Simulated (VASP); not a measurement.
Method: r2SCAN meta-GGA, VASP's PBE PAW potentials (set 64) (plane waves; VASP).

Input for VASP

### KPOINTS
```
kpoints
0
G
5 5 5
```

INCAR:
```
ENCUT = 520   # plane-wave cut-off (eV)
ALGO = Normal
EDIFFG = -0.001
PREC = Accurate
IBRION = 1
NELM = 100   # most electronic steps
LCHARG = .FALSE.
LMIXTAU = .TRUE.
LASPH = .TRUE.
LMAXMIX = 4   # l cut-off of mixed one-centre charges
LWAVE = .FALSE.
LREAL = .FALSE.
NSW = 30
ISMEAR = 0
METAGGA = R2SCAN
SYSTEM = BaTiO3
EDIFF = 1E-8
ISIF = 2
SIGMA = 0.05   # width (eV)
```

POSCAR:
```
BaTiO3
1
    3.9907415281     0.0000000000     0.0000000000
    0.0000000000     3.9907415281    -0.0000000000
    0.0000000000     0.0000000000     4.1058795140
Ba Ti O
1 1 3
Direct
  0.0000000000   0.0000000000   0.0034450913
  0.5000000000   0.5000000000   0.5215258005
  0.5000000000   0.5000000000   0.9692324268
  1.0000000000   0.5000000000   0.4848983407
  0.5000000000   0.0000000000   0.4848983407
```

POTCAR, in this order: Ba_sv Ti_sv O (PBE.64 set). Program: vasp_std.

Output

**OSZICAR**
```
       N       E                     dE             d eps       ncg     rms          rms(c)
DAV:   1     0.432930788827E+03    0.43293E+03   -0.22199E+04   864   0.186E+03
DAV:   2    -0.476439033207E+02   -0.48057E+03   -0.47210E+03  1072   0.503E+02
DAV:   3    -0.947201049694E+02   -0.47076E+02   -0.46937E+02  1264   0.154E+02
DAV:   4    -0.969843567715E+02   -0.22643E+01   -0.22631E+01  1256   0.294E+01
DAV:   5    -0.970719490561E+02   -0.87592E-01   -0.87590E-01  1192   0.421E+00    0.237E+01
DAV:   6    -0.749683266312E+02    0.22104E+02   -0.51456E+01  1336   0.802E+01    0.731E+00
DAV:   7    -0.734391015352E+02    0.15292E+01   -0.52131E+00  1016   0.158E+01    0.444E+00
DAV:   8    -0.764577053923E+02   -0.30186E+01   -0.19339E+00  1120   0.118E+01    0.229E+00
DAV:   9    -0.740277504434E+02    0.24300E+01   -0.14470E+00   920   0.960E+00    0.987E-01
DAV:  10    -0.742613260538E+02   -0.23358E+00   -0.31184E-01  1080   0.454E+00    0.624E-01
DAV:  11    -0.736701449943E+02    0.59118E+00   -0.27296E-01   936   0.470E+00    0.446E-01
DAV:  12    -0.742415054973E+02   -0.57136E+00   -0.25542E-01   896   0.444E+00    0.175E-01
DAV:  13    -0.742627604194E+02   -0.21255E-01   -0.11291E-02   992   0.115E+00    0.731E-02
DAV:  14    -0.742607688856E+02    0.19915E-02   -0.20556E-03  1272   0.437E-01    0.792E-02
DAV:  15    -0.742635666224E+02   -0.27977E-02   -0.76185E-04   912   0.279E-01    0.520E-02
DAV:  16    -0.742635837122E+02   -0.17090E-04   -0.34000E-04  1304   0.149E-01    0.178E-02
DAV:  17    -0.742637338876E+02   -0.15018E-03   -0.98943E-05   904   0.117E-01    0.204E-02
DAV:  18    -0.742637298982E+02    0.39895E-05   -0.27810E-06  1272   0.128E-02    0.240E-02
DAV:  19    -0.742637465157E+02   -0.16617E-04   -0.51863E-06   904   0.220E-02    0.200E-02
DAV:  20    -0.742637459914E+02    0.52426E-06   -0.12099E-05   904   0.275E-02    0.650E-03
DAV:  21    -0.742637460766E+02   -0.85190E-07   -0.76653E-07  1088   0.821E-03    0.474E-03
DAV:  22    -0.742637466366E+02   -0.56002E-06   -0.43678E-07   888   0.617E-03    0.307E-03
DAV:  23    -0.742637462273E+02    0.40927E-06   -0.27838E-07  1064   0.577E-03    0.979E-04
DAV:  24    -0.742637463024E+02   -0.75060E-07   -0.22447E-07   960   0.527E-03    0.107E-03
DAV:  25    -0.742637463906E+02   -0.88225E-07   -0.26464E-08   840   0.185E-03    0.462E-04
DAV:  26    -0.742637464167E+02   -0.26119E-07   -0.26855E-08   656   0.156E-03    0.159E-04
DAV:  27    -0.742637463988E+02    0.17951E-07   -0.51486E-09   464   0.780E-04    0.112E-04
DAV:  28    -0.742637464025E+02   -0.37235E-08   -0.17214E-09   472   0.472E-04
   1 F= -.74263746E+02 E0= -.74263746E+02  d E =-.742637E+02
       N       E                     dE             d eps       ncg     rms          rms(c)
DAV:   1    -0.742637430151E+02    0.33837E-05   -0.32768E-03   896   0.567E-01    0.145E-02
DAV:   2    -0.742637559177E+02   -0.12903E-04   -0.15628E-04   992   0.924E-02    0.145E-02
DAV:   3    -0.742637554374E+02    0.48027E-06   -0.78905E-06  1128   0.244E-02    0.851E-03
DAV:   4    -0.742637557062E+02   -0.26880E-06   -0.21966E-06  1088   0.129E-02    0.327E-03
DAV:   5    -0.742637558892E+02   -0.18292E-06   -0.37687E-07  1128   0.539E-03    0.106E-03
DAV:   6    -0.742637558946E+02   -0.53969E-08   -0.10571E-07  1008   0.347E-03    0.572E-04
DAV:   7    -0.742637559056E+02   -0.11033E-07   -0.45000E-08   872   0.228E-03    0.207E-04
DAV:   8    -0.742637559312E+02   -0.25625E-07   -0.40732E-08   840   0.256E-03    0.188E-04
DAV:   9    -0.742637559392E+02   -0.80095E-08   -0.50297E-09   456   0.816E-04
   2 F= -.74263756E+02 E0= -.74263756E+02  d E =-.953672E-05
       N       E                     dE             d eps       ncg     rms          rms(c)
DAV:   1    -0.742637562520E+02   -0.32077E-06   -0.46461E-04   912   0.137E-01    0.380E-03
DAV:   2    -0.742637581207E+02   -0.18687E-05   -0.10988E-05  1040   0.238E-02    0.273E-03
DAV:   3    -0.742637580914E+02    0.29276E-07   -0.43288E-07  1152   0.517E-03    0.145E-03
DAV:   4    -0.742637581453E+02   -0.53815E-07   -0.13499E-07  1104   0.302E-03    0.716E-04
DAV:   5    -0.742637581714E+02   -0.26173E-07   -0.18873E-08   528   0.141E-03    0.197E-04
DAV:   6    -0.742637581759E+02   -0.44397E-08   -0.68077E-09   456   0.705E-04
   3 F= -.74263758E+02 E0= -.74263758E+02  d E =-.223665E-05
       N       E                     dE             d eps       ncg     rms          rms(c)
DAV:   1    -0.742637556732E+02    0.24983E-05   -0.95719E-04   912   0.201E-01    0.513E-03
DAV:   2    -0.742637594390E+02   -0.37658E-05   -0.22093E-05   992   0.336E-02    0.313E-03
DAV:   3    -0.742637593411E+02    0.97812E-07   -0.96070E-07  1208   0.783E-03    0.164E-03
DAV:   4    -0.742637593983E+02   -0.57196E-07   -0.33439E-07  1024   0.489E-03    0.856E-04
DAV:   5    -0.742637594773E+02   -0.79001E-07   -0.61423E-08   832   0.255E-03    0.286E-04
DAV:   6    -0.742637594764E+02    0.97316E-09   -0.12400E-08   488   0.947E-04
   4 F= -.74263759E+02 E0= -.74263759E+02  d E =-.130049E-05
```

OUTCAR:
```
------------------------ aborting loop because EDIFF is reached ----------------------------------------
  FORCE on cell =-STRESS in cart. coord.  units (eV):
  Direction    XX          YY          ZZ          XY          YZ          ZX
  --------------------------------------------------------------------------------------
  Total       -0.0141551     -0.0141551      0.1294628      0.0000000     -0.0000000      0.0000000
  in kB       -0.3468242     -0.3468242      3.1720669      0.0000000     -0.0000000      0.0000000
  external PRESSURE =       0.8261395 kB  Pullay stress =       0.0000000 kB
  volume of cell :       65.39
      direct lattice vectors                 reciprocal lattice vectors
     3.990741528  0.000000000  0.000000000     0.250579997  0.000000000  0.000000000
     0.000000000  3.990741528  0.000000000     0.000000000  0.250579997  0.000000000
     0.000000000  0.000000000  4.105879514     0.000000000  0.000000000  0.243553177
 POSITION                                       TOTAL-FORCE (eV/Angst)
 -----------------------------------------------------------------------------------
     -0.00000     -0.00000      0.01531        -0.000000     -0.000000      0.000139
      1.99537      1.99537      2.14170        -0.000000      0.000000      0.000248
      1.99537      1.99537      3.97862        -0.000000      0.000000      0.000122
      0.00000      1.99537      1.99063         0.000000     -0.000000     -0.000255
      1.99537     -0.00000      1.99063         0.000000     -0.000000     -0.000255
 -----------------------------------------------------------------------------------
    total drift:                                0.000000      0.000000      0.009407
  FREE ENERGIE OF THE ION-ELECTRON SYSTEM (eV)
  ---------------------------------------------------
  free  energy   TOTEN  =       -74.2637594764 eV

  energy  without entropy=      -74.2637594764  energy(sigma->0) =      -74.26375948

 reached required accuracy - stopping structural energy minimisation
```
(Selected blocks of OUTCAR.)

File CONTCAR:
```
BaTiO3
   1.00000000000000
     3.9907415281000000    0.0000000000000000    0.0000000000000000
     0.0000000000000000    3.9907415281000000    0.0000000000000000
     0.0000000000000000    0.0000000000000000    4.1058795139999997
  Ba              Ti              O
     1     1     3
Direct
    -0.0000000000000000   -0.0000000000000000    0.0037279077746564
     0.5000000000000000    0.5000000000000000    0.5216175562366604
     0.5000000000000000    0.5000000000000000    0.9690051670002604
     0.0000000000000000    0.5000000000000000    0.4848246844942107
     0.5000000000000000   -0.0000000000000000    0.4848246844942107
```

### OUTCAR
```
 val. band max:        3.3267544050   @ k =   0.4000   0.4000   0.2000

 cond. band min:       5.6944021708   @ k =   0.0000   0.0000   0.0000


 Fermi energy:         3.6818608973

 k-point     1 :       0.0000    0.0000    0.0000
  band No.  band energies     occupation
      1     -55.3364      2.00000
      2     -30.5821      2.00000
      3     -30.4861      2.00000
      4     -30.4861      2.00000
      5     -22.1793      2.00000
      6     -14.4361      2.00000
      7     -13.8693      2.00000
      8     -13.7535      2.00000
      9      -6.9462      2.00000
     10      -6.9036      2.00000
     11      -6.9036      2.00000
     12       0.9682      2.00000
     13       1.0547      2.00000
     14       1.0547      2.00000
     15       1.9945      2.00000
     16       1.9945      2.00000
     17       2.2488      2.00000
     18       2.8633      2.00000
     19       3.0457      2.00000
     20       3.0457      2.00000
     21       5.6944      0.00000
     22       6.1108      0.00000
     23       6.1108      0.00000
     24       7.7926      0.00000

 k-point     2 :       0.2000    0.0000    0.0000
  band No.  band energies     occupation
      1     -55.3360      2.00000
      2     -30.5813      2.00000
      3     -30.5067      2.00000
      4     -30.4854      2.00000
      5     -22.1373      2.00000
      6     -14.4712      2.00000
      7     -13.8403      2.00000
      8     -13.7061      2.00000
      9      -6.8923      2.00000
     10      -6.8440      2.00000
     11      -6.7939      2.00000
     12       0.4330      2.00000
     13       0.8919      2.00000
     14       0.9600      2.00000
     15       1.5440      2.00000
     16       1.7550      2.00000
     17       2.0513      2.00000
     18       2.3751      2.00000
     19       2.6981      2.00000
     20       2.8028      2.00000
     21       6.1233      0.00000
     22       6.3674      0.00000
     23       6.4249      0.00000
     24       7.9195      0.00000
...
```

Unless said otherwise, spin-orbit coupling is left out, though it shifts the bands of the heavy elements here.

The compound is BaTiO3 in the tetragonal perovskite structure. This run relaxes the ions in a fixed cell. Symmetry was kept, so distortions that lower it aren't found. The start is the result of an earlier pass.
